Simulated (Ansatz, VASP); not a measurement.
**C (Diamond) in two plane-wave programs**

One calculation is typed for both programs; each brings its own data sets. How far apart do they land? The cell is taken from a series of runs on this material, whose earlier steps may have relaxed, scaled, displaced or heated it; both programs get it as it stands.

Method: plane waves, with VASP 6.6.1 beside it; G0W0 gap at PBE, in Ansatz 0.2.0.

## Step 1: The structure

The structure is cubic, space group Fd-3m (No. 227). Conventional cell: a = 3.572 Å, b = 3.572 Å, c = 3.572 Å, α = 90.00°, β = 90.00°, γ = 90.00°. C has 4 C at 1.55 Å nearest.

Coordinates:

```
C
1.0
     0.00000    1.78576    1.78576
     1.78576    0.00000    1.78576
     1.78576    1.78576    0.00000
C
2
Direct
  0.00000 0.00000 0.00000
  0.25000 0.25000 0.25000
```

## Step 2: VASP: G0W0 gap, PBE

Quasiparticle shifts depend on high empty states and on the cores, so they are the hardest test of two PAW sets.

Lines of VASP's logs that name or quote its potential files are left out, and so is its time.

The run reads the wave functions of an earlier VASP run, which isn't shown here.

File INCAR:

```
SYSTEM = C
PREC = Accurate
ENCUT = 440
ISMEAR = 0
SIGMA = 0.01
LREAL = .FALSE.
GGA = PE
NBANDS = 37
ALGO = EVGW0
NELMGW = 1
ENCUTGW = 120
NOMEGA = 64
PRECFOCK = Fast
NBANDSGW = 12
LWAVE = .FALSE.
LCHARG = .FALSE.
```

File POSCAR:

```
C
1.0
    0.0000000000      1.7857609571      1.7857609571
    1.7857609571      0.0000000000      1.7857609571
    1.7857609571      1.7857609571      0.0000000000
C
2
Direct
    0.0000000000      0.0000000000      0.0000000000
    0.2500000000      0.2500000000      0.2500000000
```

File KPOINTS:

```
Automatic mesh
0
Gamma
8 8 8
0 0 0
```

Potentials, in the order of the species: C_GW (PBE family, release 64).

Launch:

```sh
$ export OMP_NUM_THREADS=4
$ mpirun -np 1 vasp_std
```

Numbers of over 12 decimals in the logs are rounded to 6 here.

Log:

```text
[banner, memory and clock lines left out]
running    1 mpi-ranks, on    1 nodes
 distrk:  each k-point on    1 cores,    1 groups
 distr:  one band on    1 cores,    1 groups
 Offloading initialized ...    1 GPUs detected
 POSCAR found type information on POSCAR C
 POSCAR found :  1 types and       2 ions
|                                                                             |
|           W    W    AA    RRRRR   N    N  II  N    N   GGGG   !!!           |
|           W    W   A  A   R    R  NN   N  II  NN   N  G    G  !!!           |
|           W    W  A    A  R    R  N N  N  II  N N  N  G       !!!           |
|           W WW W  AAAAAA  RRRRR   N  N N  II  N  N N  G  GGG   !            |
|           WW  WW  A    A  R   R   N   NN  II  N   NN  G    G                |
|           W    W  A    A  R    R  N    N  II  N    N   GGGG   !!!           |
|                                                                             |
|     The default for ENCUTGWSOFT is different in this version of VASP.       |
|     please manually set ENCUTGWSOFT =120 in the INCAR file.                 |
|                                                                             |

 LDA part: xc-table for (Slater+PW92), standard interpolation
 found WAVECAR, reading the header
 POSCAR, INCAR and KPOINTS ok, starting setup
 FFT: planning ... GRIDC
 FFT: planning ... GRID_SOFT
 FFT: planning ... GRID
 reading WAVECAR
 the WAVECAR file was read successfully
 initial charge from wavefunction
 available memory per node:   1690.80 GB, setting MAXMEM to   1731382

 The Fermi energy was updated, please check that it is located mid-gap
 values below the HOMO (VB) or above the LUMO (CB) will cause erroneous energies
 E-fermi :  11.7662

 calculate exact exchange contribution
 the WAVEDER file was read successfully
energies w=
    0.000    0.000    0.915    0.000    1.827    0.000    2.736    0.000
    3.638    0.000    4.533    0.000    5.419    0.000    6.295    0.000
    7.159    0.000    8.012    0.000    8.853    0.000    9.683    0.000
   10.501    0.000   11.308    0.000   12.105    0.000   12.893    0.000
   13.672    0.000   14.445    0.000   15.211    0.000   15.974    0.000
   16.733    0.000   17.491    0.000   18.250    0.000   19.011    0.000
   19.776    0.000   20.547    0.000   21.327    0.000   22.116    0.000
   22.919    0.000   23.737    0.000   24.574    0.000   25.432    0.000
   26.314    0.000   27.225    0.000   28.170    0.000   29.151    0.000
   30.175    0.000   31.248    0.000   32.377    0.000   33.569    0.000
   34.834    0.000   36.182    0.000   37.625    0.000   39.177    0.000
   40.859    0.000   42.688    0.000   44.691    0.000   46.899    0.000
   49.349    0.000   52.090    0.000   55.182    0.000   58.701    0.000
   62.749    0.000   67.459    0.000   73.013    0.000   79.663    0.000
   87.769    0.000   97.868    0.000  110.791    0.000  127.899    0.000
  151.587    0.000  186.497    0.000  242.953    0.000  349.517    0.000
 responsefunction array rank=      40
 LDA part: xc-table for (Slater+PW92), standard interpolation

 min. memory requirement per mpi rank    330.6 MB, per node    330.6 MB

 allocating  64 responsefunctions rank=    40
 shmem allocating  64 responsefunctions rank=    40
 response function shared by NCSHMEM nodes    1
 Doing            64  frequencies on each core in blocks of            64
NQ=   1    0.0000    0.0000    0.0000,
|.........|.........|.........|.........|.........|.........|.........|.........
 performed        160000 updates of chi_q(r,r)
 total number of BLAS operations          0.94 Gflops
NQ=   2    0.1250    0.0000    0.0000,
|.........|.........|.........|.........|.........|.........|.........|.........
 performed        444000 updates of chi_q(r,r)
 total number of BLAS operations          2.99 Gflops
NQ=   3    0.2500    0.0000    0.0000,
|.........|.........|.........|.........|.........|.........|.........|.........
 performed        728000 updates of chi_q(r,r)
 total number of BLAS operations          5.62 Gflops
NQ=   4    0.3750    0.0000    0.0000,
|.........|.........|.........|.........|.........|.........|.........|.........
 performed       1012000 updates of chi_q(r,r)
 total number of BLAS operations          8.25 Gflops
NQ=   5    0.5000    0.0000    0.0000,
|.........|.........|.........|.........|.........|.........|.........|.........
 performed       1246000 updates of chi_q(r,r)
 total number of BLAS operations         10.41 Gflops
NQ=   6    0.1250    0.1250    0.0000,
|.........|.........|.........|.........|.........|.........|.........|.........
 performed       1523000 updates of chi_q(r,r)
 total number of BLAS operations         12.55 Gflops
NQ=   7    0.2500    0.1250    0.0000,
|.........|.........|.........|.........|.........|.........|.........|.........
 performed       1988000 updates of chi_q(r,r)
 total number of BLAS operations         17.37 Gflops
NQ=   8    0.3750    0.1250    0.0000,
|.........|.........|.........|.........|.........|.........|.........|.........
 performed       2453000 updates of chi_q(r,r)
 total number of BLAS operations         21.43 Gflops
NQ=   9    0.5000    0.1250    0.0000,
|.........|.........|.........|.........|.........|.........|.........|.........
 performed       2918000 updates of chi_q(r,r)
 total number of BLAS operations         26.53 Gflops
NQ=  10   -0.3750    0.1250    0.0000,
|.........|.........|.........|.........|.........|.........|.........|.........
 performed       3383000 updates of chi_q(r,r)
 total number of BLAS operations         31.62 Gflops
NQ=  11   -0.2500    0.1250    0.0000,
|.........|.........|.........|.........|.........|.........|.........|.........
 performed       3848000 updates of chi_q(r,r)
 total number of BLAS operations         36.19 Gflops
NQ=  12   -0.1250    0.1250    0.0000,
|.........|.........|.........|.........|.........|.........|.........|.........
 performed       4228000 updates of chi_q(r,r)
 total number of BLAS operations         40.81 Gflops
NQ=  13    0.2500    0.2500    0.0000,
|.........|.........|.........|.........|.........|.........|.........|.........
 performed       4505000 updates of chi_q(r,r)
 total number of BLAS operations         42.43 Gflops
NQ=  14    0.3750    0.2500    0.0000,
|.........|.........|.........|.........|.........|.........|.........|.........
 performed       4970000 updates of chi_q(r,r)
 total number of BLAS operations         46.74 Gflops
NQ=  15    0.5000    0.2500    0.0000,
|.........|.........|.........|.........|.........|.........|.........|.........
 performed       5435000 updates of chi_q(r,r)
 total number of BLAS operations         50.79 Gflops
NQ=  16   -0.3750    0.2500    0.0000,
|.........|.........|.........|.........|.........|.........|.........|.........
 performed       5900000 updates of chi_q(r,r)
 total number of BLAS operations         55.10 Gflops
NQ=  17   -0.2500    0.2500    0.0000,
|.........|.........|.........|.........|.........|.........|.........|.........
 performed       6280000 updates of chi_q(r,r)
 total number of BLAS operations         58.61 Gflops
NQ=  18    0.3750    0.3750    0.0000,
|.........|.........|.........|.........|.........|.........|.........|.........
 performed       6557000 updates of chi_q(r,r)
 total number of BLAS operations         61.99 Gflops
NQ=  19    0.5000    0.3750    0.0000,
|.........|.........|.........|.........|.........|.........|.........|.........
 performed       7022000 updates of chi_q(r,r)
 total number of BLAS operations         66.55 Gflops
NQ=  20   -0.3750    0.3750    0.0000,
|.........|.........|.........|.........|.........|.........|.........|.........
 performed       7402000 updates of chi_q(r,r)
 total number of BLAS operations         70.06 Gflops
NQ=  21    0.5000    0.5000    0.0000,
|.........|.........|.........|.........|.........|.........|.........|.........
 performed       7612000 updates of chi_q(r,r)
 total number of BLAS operations         72.76 Gflops
NQ=  22    0.3750    0.2500    0.1250,
|.........|.........|.........|.........|.........|.........|.........|.........
 performed       8127000 updates of chi_q(r,r)
 total number of BLAS operations         77.53 Gflops
NQ=  23    0.5000    0.2500    0.1250,
|.........|.........|.........|.........|.........|.........|.........|.........
 performed       8716000 updates of chi_q(r,r)
 total number of BLAS operations         82.36 Gflops
NQ=  24   -0.3750    0.2500    0.1250,
|.........|.........|.........|.........|.........|.........|.........|.........
 performed       9199000 updates of chi_q(r,r)
 total number of BLAS operations         86.83 Gflops
NQ=  25    0.5000    0.3750    0.1250,
|.........|.........|.........|.........|.........|.........|.........|.........
 performed       9714000 updates of chi_q(r,r)
 total number of BLAS operations         91.32 Gflops
NQ=  26   -0.3750    0.3750    0.1250,
|.........|.........|.........|.........|.........|.........|.........|.........
 performed      10303000 updates of chi_q(r,r)
 total number of BLAS operations         96.77 Gflops
NQ=  27   -0.2500    0.3750    0.1250,
|.........|.........|.........|.........|.........|.........|.........|.........
 performed      10786000 updates of chi_q(r,r)
 total number of BLAS operations        100.73 Gflops
NQ=  28   -0.3750    0.5000    0.1250,
|.........|.........|.........|.........|.........|.........|.........|.........
 performed      11167000 updates of chi_q(r,r)
 total number of BLAS operations        104.68 Gflops
NQ=  29   -0.2500    0.5000    0.2500,
|.........|.........|.........|.........|.........|.........|.........|.........
 performed      11440000 updates of chi_q(r,r)
 total number of BLAS operations        106.92 Gflops
 resolving degeneracies of screened two electron integrals

 calculate QP shifts <psi_nk| G(iteration)W_0 |psi_nk>: iteration 1
 entering main loop
```

Parts of OUTCAR (step 2):

```text
ion  position               nearest neighbor table
   1  0.000  0.000  0.000-   2 1.55   2 1.55   2 1.55   2 1.55
   2  0.250  0.250  0.250-   1 1.55   1 1.55   1 1.55   1 1.55

  LATTYP: Found a face centered cubic cell.
 ALAT       =     3.5715219142

 Subroutine GETGRP returns: Found 48 space group operations
 (whereof 24 operations were pure point group operations)

The static configuration has the point symmetry T_d .
 The point group associated with its full space group is O_h .

 Found     29 irreducible k-points:

   k-points           NKPTS =     29   k-points in BZ     NKDIM =    512   number of bands    NBANDS=     37

   dimension x,y,z NGX =    18 NGY =   18 NGZ =   18
   dimension x,y,z NGXF=    36 NGYF=   36 NGZF=   36

   ENCUT  =  440.0 eV  32.34 Ry    5.69 a.u.   4.32  4.32  4.32*2*pi/ulx,y,z

   NELECT =       8.0000    total number of electrons

  energy-cutoff  :      440.00
  volume of cell :       11.39
      direct lattice vectors                 reciprocal lattice vectors
     0.000000000  1.785760957  1.785760957    -0.279992682  0.279992682  0.279992682
     1.785760957  0.000000000  1.785760957     0.279992682 -0.279992682  0.279992682
     1.785760957  1.785760957  0.000000000     0.279992682  0.279992682 -0.279992682

 k-points in reciprocal lattice and weights: Automatic mesh
   0.00000000  0.00000000  0.00000000       0.002
   0.12500000  0.00000000  0.00000000       0.016
   0.25000000  0.00000000  0.00000000       0.016
   0.37500000  0.00000000  0.00000000       0.016
   0.50000000  0.00000000  0.00000000       0.008
   0.12500000  0.12500000  0.00000000       0.012
   0.25000000  0.12500000  0.00000000       0.047
   0.37500000  0.12500000  0.00000000       0.047
   0.50000000  0.12500000  0.00000000       0.047
[...]
-0.37500000  0.50000000  0.12500000       0.023
  -0.25000000  0.50000000  0.25000000       0.012

 E-fermi :  11.7662

 QP shifts <psi_nk| G(iteration)W_0 |psi_nk>: iteration 1
 for sc-GW calculations column KS-energies equals QP-energies in previous step
 and V_xc(KS)=  KS-energies - (<T + V_ion + V_H > + <T+V_H+V_ion>^1  + <V_x>^1)
 k-point   1 :       0.0000    0.0000    0.0000
  band No.  KS-energies  QP-energies   sigma(KS)   V_xc(KS)     V^pw_x(r,r')   Z            occupation Imag(sigma)
      1     -11.7160     -13.1500     -16.6644     -14.7631     -25.3998       0.7542       2.0000       1.3909
      2       9.7034       9.3983     -17.1494     -16.7809     -19.0848       0.8280       2.0000       0.0503
      3       9.7034       9.3983     -17.1494     -16.7809     -19.0848       0.8280       2.0000       0.0503
      4       9.7034       9.3983     -17.1494     -16.7809     -19.0848       0.8280       2.0000       0.0503
      5      15.2855      16.6013     -13.9134     -15.5075      -9.3723       0.8254       0.0000      -0.0766
      6      15.2855      16.6013     -13.9134     -15.5075      -9.3723       0.8254       0.0000      -0.0766
      7      15.2855      16.6013     -13.9134     -15.5075      -9.3723       0.8254       0.0000      -0.0766
      8      22.9301      24.2486     -14.6792     -16.3814      -7.8265       0.7746       0.0000      -0.1815
    ...

 k-point   2 :       0.1250    0.0000    0.0000
  band No.  KS-energies  QP-energies   sigma(KS)   V_xc(KS)     V^pw_x(r,r')   Z            occupation Imag(sigma)
      1     -11.2854     -12.6948     -16.6618     -14.7932     -25.2912       0.7542       2.0000       1.3345
      2       7.3019       6.7839     -16.8677     -16.2355     -19.3817       0.8194       2.0000       0.0656
      3       9.0569       8.7073     -17.0412     -16.6183     -19.1151       0.8266       2.0000       0.0533
      4       9.0569       8.7073     -17.0412     -16.6183     -19.1151       0.8266       2.0000       0.0533
      5      16.1405      17.5096     -14.0076     -15.6730      -9.2506       0.8221       0.0000      -0.0827
      6      16.1405      17.5096     -14.0076     -15.6730      -9.2506       0.8221       0.0000      -0.0827
      7      16.5614      17.8697     -14.1308     -15.7223      -9.3576       0.8221       0.0000      -0.0843
      8      23.3068      24.6649     -14.5234     -16.2780      -7.5745       0.7740       0.0000      -0.1924
    ...

 k-point   3 :       0.2500    0.0000    0.0000
  band No.  KS-energies  QP-energies   sigma(KS)   V_xc(KS)     V^pw_x(r,r')   Z            occupation Imag(sigma)
      1     -10.0062     -11.3505     -16.6710     -14.8917     -24.9759       0.7555       2.0000       1.1663
      2       3.1394       2.2708     -16.7579     -15.6659     -20.6113       0.7954       2.0000       0.1186
      3       7.9684       7.5198     -17.0123     -16.4664     -19.4351       0.8218       2.0000       0.0615
      4       7.9684       7.5198     -17.0123     -16.4664     -19.4351       0.8218       2.0000       0.0615
      5      17.4769      18.9198     -13.9074     -15.6720      -8.7272       0.8177       0.0000      -0.0947
      6      17.4769      18.9198     -13.9074     -15.6720      -8.7272       0.8177       0.0000      -0.0947
      7      17.8106      19.0507     -14.1584     -15.6756      -8.9814       0.8174       0.0000      -0.0962
      8      24.2702      25.6797     -13.9278     -15.7516      -6.7435       0.7729       0.0000      -0.2219
    ...

 k-point   4 :       0.3750    0.0000    0.0000
  band No.  KS-energies  QP-energies   sigma(KS)   V_xc(KS)     V^pw_x(r,r')   Z            occupation Imag(sigma)
      1      -7.9472      -9.2025     -16.7731     -15.1046     -24.5289       0.7523       2.0000       0.8982
      2      -0.9359      -1.9898     -16.5670     -15.1913     -21.7654       0.7661       2.0000       0.2333
      3       7.1951       6.6683     -17.0561     -16.4130     -19.7572       0.8191       2.0000       0.0681
      4       7.1951       6.6683     -17.0561     -16.4130     -19.7572       0.8191       2.0000       0.0681
      5      18.0749      19.4949     -13.5951     -15.3306      -8.2448       0.8182       0.0000      -0.0989
      6      18.0749      19.4949     -13.5951     -15.3306      -8.2448       0.8182       0.0000      -0.0989
      7      18.3459      19.5102     -14.2094     -15.6388      -8.8435       0.8145       0.0000      -0.1023
      8      25.1250      26.4453     -12.9386     -14.6364      -5.6368       0.7776       0.0000      -0.2467
    ...

[... 4 further parts left out ...]
```

(Continued in part 2 of 2.)

[Lines on the potential files, build, host, timing and source positions are cut from VASP's logs without a mark.]

[Logs are printed without paths, hosts, clocks, repeated set-up lines and the standing remarks that a program may print on its own settings, such as how far it seeks lower states.]

[Hosts, paths, dates, database ids (printed as entryN), source tags and the programs' standing remarks are cut or masked in the printed files.]
